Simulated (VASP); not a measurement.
All values below come from PBE GGA, VASP's PBE PAW potentials (set 64) (plane waves; VASP).

VASP ran on this input.

INCAR:
```
ALGO = Normal
EDIFF = 1E-6
ENCUT = 400
GGA = PE
ISMEAR = 0
LASPH = .TRUE.
LCHARG = .TRUE.
LMAXMIX = 4
LREAL = .FALSE.
LWAVE = .FALSE.
NELM = 100
PREC = Accurate
SIGMA = 0.05
SYSTEM = BeMg3Te4
```

File KPOINTS:
```
kpoints
0
Gamma
 3 3 3
```

POSCAR:
```
BeMg3Te4
1
    6.2970847389     0.0000000000     0.0000000000
    0.0000000000     6.2970847389    -0.0000000000
    0.0000000000     0.0000000000     6.2970847389
Mg Te Be
3 4 1
Direct
  1.0000000000   1.0000000000   1.0000000000
  0.5000000000   0.5000000000   1.0000000000
  0.5000000000   0.0000000000   0.5000000000
  0.2296237714   0.2703762286   0.2703762286
  0.7703762286   0.7296237714   0.2703762286
  0.7703762286   0.2703762286   0.7296237714
  0.2296237714   0.7296237714   0.7296237714
  1.0000000000   0.5000000000   0.5000000000
```

POTCAR, in this order: Mg Te Be (PBE.64 set). Program: vasp_std.

The resulting files:

**OSZICAR**
```
       N       E                     dE             d eps       ncg     rms          rms(c)
DAV:   1     0.120179368239E+03    0.12018E+03   -0.93700E+03   168   0.944E+02
DAV:   2    -0.176524296956E+02   -0.13783E+03   -0.13402E+03   249   0.151E+02
DAV:   3    -0.269960919194E+02   -0.93437E+01   -0.93167E+01   208   0.457E+01
DAV:   4    -0.272231167607E+02   -0.22702E+00   -0.22686E+00   224   0.852E+00
DAV:   5    -0.272276856668E+02   -0.45689E-02   -0.45686E-02   212   0.122E+00    0.613E+00
DAV:   6    -0.265962622849E+02    0.63142E+00   -0.10289E+00   183   0.397E+00    0.410E+00
DAV:   7    -0.265019059312E+02    0.94356E-01   -0.63395E-01   198   0.320E+00    0.179E+00
DAV:   8    -0.265119560569E+02   -0.10050E-01   -0.32253E-02   178   0.996E-01    0.507E-01
DAV:   9    -0.265140182970E+02   -0.20622E-02   -0.40850E-03   208   0.339E-01    0.131E-01
DAV:  10    -0.265145832194E+02   -0.56492E-03   -0.11854E-03   178   0.152E-01    0.554E-02
DAV:  11    -0.265146587562E+02   -0.75537E-04   -0.12728E-04   208   0.578E-02    0.263E-02
DAV:  12    -0.265146754653E+02   -0.16709E-04   -0.52847E-05   173   0.320E-02    0.109E-02
DAV:  13    -0.265146795651E+02   -0.40998E-05   -0.72228E-06   208   0.130E-02    0.244E-03
DAV:  14    -0.265146801220E+02   -0.55687E-06   -0.39061E-07   119   0.346E-03
   1 F= -.26514680E+02 E0= -.26514680E+02  d E =-.757201E-14
```

### OUTCAR
```
------------------------ aborting loop because EDIFF is reached ----------------------------------------
  FORCE on cell =-STRESS in cart. coord.  units (eV):
  Direction    XX          YY          ZZ          XY          YZ          ZX
  --------------------------------------------------------------------------------------
  Total        0.0310780      0.0310780      0.0310780      0.0000000      0.0000000      0.0000000
  in kB        0.1994089      0.1994089      0.1994089      0.0000000      0.0000000      0.0000000
  external PRESSURE =       0.1994089 kB  Pullay stress =       0.0000000 kB
  volume of cell :      249.70
      direct lattice vectors                 reciprocal lattice vectors
     6.297084739  0.000000000  0.000000000     0.158803644  0.000000000  0.000000000
     0.000000000  6.297084739  0.000000000     0.000000000  0.158803644  0.000000000
     0.000000000  0.000000000  6.297084739     0.000000000  0.000000000  0.158803644
 POSITION                                       TOTAL-FORCE (eV/Angst)
 -----------------------------------------------------------------------------------
      0.00000      0.00000      0.00000         0.000000      0.000000      0.000000
      3.14854      3.14854      0.00000         0.000000      0.000000      0.000000
      3.14854      0.00000      3.14854         0.000000     -0.000000      0.000000
      1.44596      1.70258      1.70258         0.007946     -0.007946     -0.007946
      4.85112      4.59450      1.70258        -0.007946      0.007946     -0.007946
      4.85112      1.70258      4.59450        -0.007946     -0.007946      0.007946
      1.44596      4.59450      4.59450         0.007946      0.007946      0.007946
      0.00000      3.14854      3.14854         0.000000     -0.000000      0.000000
 -----------------------------------------------------------------------------------
    total drift:                               -0.000000     -0.000000     -0.000000
  FREE ENERGIE OF THE ION-ELECTRON SYSTEM (eV)
  ---------------------------------------------------
  free  energy   TOTEN  =       -26.5146801220 eV

  energy  without entropy=      -26.5146801220  energy(sigma->0) =      -26.51468012
```
(Selected blocks of OUTCAR.)

The structure was generated: BeMg3Te4 was put into an ordered model structure (P-43m), which need not be its known phase. It was relaxed first.
